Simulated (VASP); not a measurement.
Level of theory: r2SCAN meta-GGA, VASP's PBE PAW potentials (set 64) (plane waves; VASP).

A VASP calculation is set up with these files.

### INCAR
```
SYSTEM=SiW
PREC=Accurate; ENCUT=400; LREAL=.FALSE.
LASPH=.TRUE.
EDIFF=1E-7; NELM=100; ALGO=Normal
LMAXMIX=6; LMIXTAU=.TRUE.
ISMEAR=-5
METAGGA=R2SCAN
ISIF=2
LWAVE=.FALSE.; LCHARG=.FALSE.; LORBIT=11
NEDOS=601
```

POSCAR:
```
SiW
1
    3.0380212862    -0.0000000000     0.0000000000
   -0.0000000000     3.0380212862     0.0000000000
   -0.0000000000    -0.0000000000     3.0380212862
W Si
1 1
Direct
  0.0000000000   0.0000000000   0.0000000000
  0.5000000000   0.5000000000   0.5000000000
```

KPOINTS_OPT:
```
k-points along high-symmetry lines
10
Line-mode
Reciprocal
  0.000000   0.000000   0.000000 ! GAMMA
  0.000000   0.500000   0.000000 ! X

  0.000000   0.500000   0.000000 ! X
  0.500000   0.500000   0.000000 ! M

  0.500000   0.500000   0.000000 ! M
  0.000000   0.000000   0.000000 ! GAMMA

  0.000000   0.000000   0.000000 ! GAMMA
  0.500000   0.500000   0.500000 ! R

  0.500000   0.500000   0.500000 ! R
  0.000000   0.500000   0.000000 ! X

  0.500000   0.500000   0.500000 ! R
  0.500000   0.500000   0.000000 ! M
```

### KPOINTS
```
K-points
0
Gamma
13 13 13
```

POTCAR, in this order: W_sv Si (PBE.64 set). Program: vasp_std.

The resulting files:

### OSZICAR
```
       N       E                     dE             d eps       ncg     rms          rms(c)
DAV:   1     0.455514849933E+02    0.45551E+02   -0.85032E+03  2184   0.125E+03
DAV:   2    -0.618677217053E+02   -0.10742E+03   -0.10473E+03  2464   0.321E+02
DAV:   3    -0.645417486252E+02   -0.26740E+01   -0.26153E+01  2712   0.466E+01
DAV:   4    -0.645643854797E+02   -0.22637E-01   -0.22618E-01  2434   0.461E+00
DAV:   5    -0.645646453771E+02   -0.25990E-03   -0.25989E-03  2709   0.503E-01    0.243E+01
DAV:   6    -0.596044919608E+02    0.49602E+01   -0.38650E+00  2329   0.235E+01    0.584E+00
DAV:   7    -0.597022898980E+02   -0.97798E-01   -0.14619E-01  2409   0.382E+00    0.344E+00
DAV:   8    -0.596412660447E+02    0.61024E-01   -0.12223E-01  2339   0.439E+00    0.779E-01
DAV:   9    -0.596792029636E+02   -0.37937E-01   -0.10098E-01  2304   0.320E+00    0.438E-01
DAV:  10    -0.596752671026E+02    0.39359E-02   -0.14932E-03  2724   0.358E-01    0.504E-01
DAV:  11    -0.596831714116E+02   -0.79043E-02   -0.56365E-04  2244   0.238E-01    0.317E-01
DAV:  12    -0.596916292590E+02   -0.84578E-02   -0.56498E-03  2339   0.755E-01    0.165E-01
DAV:  13    -0.596916282707E+02    0.98827E-06   -0.85460E-05  2634   0.878E-02    0.160E-01
DAV:  14    -0.596917347615E+02   -0.10649E-03   -0.11065E-04  2479   0.886E-02    0.698E-02
DAV:  15    -0.596919031890E+02   -0.16843E-03   -0.20877E-04  2554   0.112E-01    0.178E-01
DAV:  16    -0.596918534486E+02    0.49740E-04   -0.14361E-05  2384   0.344E-02    0.125E-01
DAV:  17    -0.596917777332E+02    0.75715E-04   -0.46859E-05  2464   0.580E-02    0.288E-02
DAV:  18    -0.596917628378E+02    0.14895E-04   -0.29640E-06  2689   0.131E-02    0.457E-03
DAV:  19    -0.596917622383E+02    0.59948E-06   -0.62992E-08  1317   0.309E-03    0.305E-03
DAV:  20    -0.596917611174E+02    0.11209E-05   -0.77935E-08  1157   0.327E-03    0.225E-03
DAV:  21    -0.596917619453E+02   -0.82793E-06   -0.12720E-08  1142   0.124E-03    0.203E-03
DAV:  22    -0.596917620154E+02   -0.70025E-07   -0.10719E-09  1117   0.420E-04
   1 F= -.59691762E+02 E0= -.59691762E+02  d E =0.000000E+00
       N       E                     dE             ncg
```

**OUTCAR**
```
------------------------ aborting loop because EDIFF is reached ----------------------------------------
  FORCE on cell =-STRESS in cart. coord.  units (eV):
  Direction    XX          YY          ZZ          XY          YZ          ZX
  --------------------------------------------------------------------------------------
  Total        0.0433131      0.0433131      0.0433131      0.0000000      0.0000000      0.0000000
  in kB        2.4748970      2.4748970      2.4748970      0.0000000      0.0000000      0.0000000
  external PRESSURE =       2.4748970 kB  Pullay stress =       0.0000000 kB
  volume of cell :       28.04
      direct lattice vectors                 reciprocal lattice vectors
     3.038021286  0.000000000  0.000000000     0.329161617  0.000000000  0.000000000
     0.000000000  3.038021286  0.000000000     0.000000000  0.329161617  0.000000000
     0.000000000  0.000000000  3.038021286     0.000000000  0.000000000  0.329161617
 POSITION                                       TOTAL-FORCE (eV/Angst)
 -----------------------------------------------------------------------------------
      0.00000      0.00000      0.00000         0.000000      0.000000      0.000000
      1.51901      1.51901      1.51901         0.000000      0.000000      0.000000
 -----------------------------------------------------------------------------------
    total drift:                               -0.000000      0.000000      0.000000
  FREE ENERGIE OF THE ION-ELECTRON SYSTEM (eV)
  ---------------------------------------------------
  free  energy   TOTEN  =       -59.6917620154 eV

  energy  without entropy=      -59.6917620154  energy(sigma->0) =      -59.69176202

 total charge

# of ion       s       p       d       tot
------------------------------------------
    1        2.342   6.273   3.500  12.115
    2        0.725   0.932   0.000   1.657
--------------------------------------------------
tot          3.067   7.205   3.500  13.772
```
(Selected blocks of OUTCAR.)

OUTCAR:
```
 val. band max:       11.5122319266   @ k =   0.4615   0.3846   0.1538

 cond. band min:      11.3078013304   @ k =   0.1538   0.1538   0.1538


 Fermi energy:        11.4527216360

 k-point     1 :       0.0000    0.0000    0.0000
  band No.  band energies     occupation
      1     -64.1223      2.00000
      2     -27.5881      2.00000
      3     -27.5881      2.00000
      4     -27.5881      2.00000
      5      -2.0289      2.00000
      6       7.4372      2.00000
      7       7.4372      2.00000
      8      13.3936      0.00000
      9      13.3936      0.00000
     10      13.3936      0.00000
     11      14.0679      0.00000
     12      14.0679      0.00000
     13      14.0679      0.00000

 k-point     2 :       0.0769    0.0000    0.0000
  band No.  band energies     occupation
      1     -64.1212      2.00000
      2     -27.6120      2.00000
      3     -27.5860      2.00000
      4     -27.5860      2.00000
      5      -1.9030      2.00000
      6       7.4123      2.00000
      7       7.4982      2.00000
      8      12.6311     -0.17901
      9      12.6311      0.00000
     10      13.4241      0.00000
     11      13.7568      0.00000
     12      14.8907      0.00000
     13      14.8907      0.00000

 k-point     3 :       0.1538    0.0000    0.0000
  band No.  band energies     occupation
      1     -64.1183      2.00000
      2     -27.6776      2.00000
      3     -27.5801      2.00000
      4     -27.5801      2.00000
      5      -1.5324      2.00000
      6       7.2262      2.00000
      7       7.6746      2.00000
      8      11.7065      0.92000
      9      11.7065      0.31443
     10      13.2507      0.00000
     11      13.5099      0.00000
     12      16.0050      0.00000
     13      16.0050      0.00000

 k-point     4 :       0.2308    0.0000    0.0000
  band No.  band energies     occupation
      1     -64.1140      2.00000
      2     -27.7690      2.00000
      3     -27.5719      2.00000
...
```

For a metal the tetrahedron method with Blöchl corrections gives inexact stress and forces. Unless said otherwise, spin-orbit coupling is left out, though it shifts the bands of the heavy elements here.

The structure was generated: SiW was put into the CsCl type (Pm-3m), which need not be its known phase. It was relaxed first, which changed the volume by -5 %.
